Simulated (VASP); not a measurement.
OSZICAR of a VASP run on PbS (space group Fm-3m):

### OSZICAR
```
       N       E                     dE             d eps       ncg     rms          rms(c)
DAV:   1    -0.104333846400E+02   -0.10433E+02   -0.42954E-01   520   0.850E+00    0.936E-01
DAV:   2    -0.104376120704E+02   -0.42274E-02   -0.28261E-02   490   0.114E+00    0.555E-01
DAV:   3    -0.104365853531E+02    0.10267E-02   -0.26173E-03   644   0.604E-01    0.339E-01
DAV:   4    -0.104364193530E+02    0.16600E-03   -0.49636E-04   550   0.261E-01    0.196E-01
DAV:   5    -0.104363669512E+02    0.52402E-04   -0.56842E-05   520   0.111E-01    0.103E-01
DAV:   6    -0.104363456460E+02    0.21305E-04   -0.15955E-05   478   0.516E-02    0.489E-02
DAV:   7    -0.104363395104E+02    0.61356E-05   -0.60346E-06   484   0.246E-02    0.222E-02
DAV:   8    -0.104363380862E+02    0.14243E-05   -0.14858E-06   392   0.123E-02    0.118E-02
DAV:   9    -0.104363379173E+02    0.16888E-06   -0.63412E-07   260   0.794E-03
   1 F= -.10436338E+02 E0= -.10436338E+02  d E =-.136128E-15
       N       E                     dE             ncg
```

**Question.** Which electronic solver shows in the log?

**Answer.** It is blocked Davidson (ALGO = Normal, or the opening steps of other solvers). The INCAR had ALGO = Normal.

**Question.** Can the final energy be trusted as converged?

**Answer.** The calculation finished and met its thresholds. It stopped with EDIFF = 1E-6, NELM = 60 (HSE06 screened hybrid, plane waves, VASP's PBE PAW potentials (set 64)).

The structure comes from a measured PbS entry (Fm-3m) of the Crystallography Open Database, whose conditions weren't checked. It was relaxed first. The cell's shape comes from a PBE relaxation.
